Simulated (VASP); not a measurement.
Set up this calculation in VASP 6.6.1, as the native input.

```
Task                    : density of states
Functional              : LDA
Potentials or basis     : VASP PAW LDA potentials, release 64 (W_sv, Se)
Cutoff                  : 520 eV
k mesh                  : 7 × 7 × 1
Occupations             : fermi-dirac, width 0.05 eV
Spin                    : no spin polarisation
Dipole correction       : yes
Monkhorst-Pack mesh     : yes
k mesh for the DOS      : 11 × 11 × 1
Occupations for the DOS : tetrahedron
Further INCAR settings  : ALGO = Fast; EDIFF = 1e-07; NELMDL = 0
```

The system is WSe, a slab with vacuum.

```
CELL_PARAMETERS angstrom
3.31794 0.00000 0.00000
-1.65897 2.87342 0.00000
0.00000 0.00000 31.65814
ATOMIC_POSITIONS crystal
W 0.00000 0.00000 0.23691
W 0.00000 0.00000 0.76309
Se 0.33333 0.66667 0.28941
Se 0.33333 0.66667 0.71059
```

The input as run:

POSCAR

```
WSe
1.0
    3.3179375931      0.0000000000      0.0000000000
   -1.6589687965      2.8734182438      0.0000000000
    0.0000000000      0.0000000000     31.6581424200
W Se
2 2
Direct
    0.0000000000      0.0000000000      0.2369058772
    0.0000000000      0.0000000000      0.7630941228
    0.3333333300      0.6666666600      0.2894123711
    0.3333333300      0.6666666600      0.7105876289
```

INCAR.step1

```
PREC = Accurate
ENCUT = 520
EDIFF = 1E-7
ISMEAR = -1
SIGMA = 0.05
LREAL = F
LASPH = T
NELM = 60
ALGO = Fast
ISIF = 2
LWAVE = F
LCHARG = T
LMAXMIX = 4
LDIPOL = T
IDIPOL = 3
DIPOL = 0.5 0.5 0.500
GGA = CA
NELMDL = 0
```

KPOINTS.step1

```
Automatic mesh
0
Monkhorst-Pack
  7 7 1
```

INCAR.step2

```
PREC = Accurate
ENCUT = 520
EDIFF = 1E-7
ISMEAR = -5
SIGMA = 0.05
LREAL = F
LASPH = T
NELM = 60
ALGO = Fast
ISIF = 2
LWAVE = F
LCHARG = F
LMAXMIX = 4
LDIPOL = T
IDIPOL = 3
DIPOL = 0.5 0.5 0.500
GGA = CA
LORBIT = 11
NELMDL = 0
NEDOS = 2001
ICHARG = 11
```

KPOINTS.step2

```
Automatic mesh
0
Gamma
  11 11 1
```

Potentials or basis: VASP PAW LDA potentials, release 64 (W_sv, Se).

Launch:

```bash
$ cat potpaw_LDA.64/W_sv/POTCAR potpaw_LDA.64/Se/POTCAR > POTCAR
$ cp INCAR.step1 INCAR
$ cp KPOINTS.step1 KPOINTS
$ mpirun -np 1 vasp_std > vasp.out
$ cp INCAR.step2 INCAR
$ cp KPOINTS.step2 KPOINTS
$ mpirun -np 1 vasp_std > vasp.out
```

Results of the run:

The valence electrons inside the program's atomic spheres are W 11.72; Se 3.85.

Run time: 3 min on 1 thread of Intel(R) Xeon(R) Platinum 8559C (Emerald Rapids), with other jobs on the host, peak memory 0.35 GiB.
